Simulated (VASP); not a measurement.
NaH (rock salt): the lattice constant a from VASP (plane waves, PAW) at several levels of theory. Static lattice.

| level | lattice constant a (Å) |
|---|---|
| LDA | 4.692 |
| PBE | 4.835 |
| PBEsol | 4.796 |
| RPBE | 4.930 |
| AM05 | 4.843 |
| PBE-D3(BJ) | 4.721 |
| PBE-D4 | 4.797 |
| optB88-vdW | 4.791 |
| rev-vdW-DF2 | 4.808 |
| revTPSS | 4.799 |
| r2SCAN | 4.778 |
| r2SCAN+rVV10 | 4.761 |
| HSE06 | 4.811 |
| HSEsol | 4.784 |

The cell of the LDA run:

```yaml
crystal:
  lattice:
    - [0.00000, 2.34587, 2.34587]
    - [2.34587, 0.00000, 2.34587]
    - [2.34587, 2.34587, 0.00000]
  atoms:
    - { symbol: Na, position: [0.00000, 0.00000, 0.00000] }
    - { symbol: H, position: [0.50000, 0.50000, 0.50000] }
```

Only levels that ran to the end are used. Left out are those held back, those with too coarse a band path, GW runs whose mesh misses a band edge, hybrids' fits of cells that aren't cubic and levels without matching references; a question may draw on a part of the rest.

The compound is NaH in the rock salt structure.
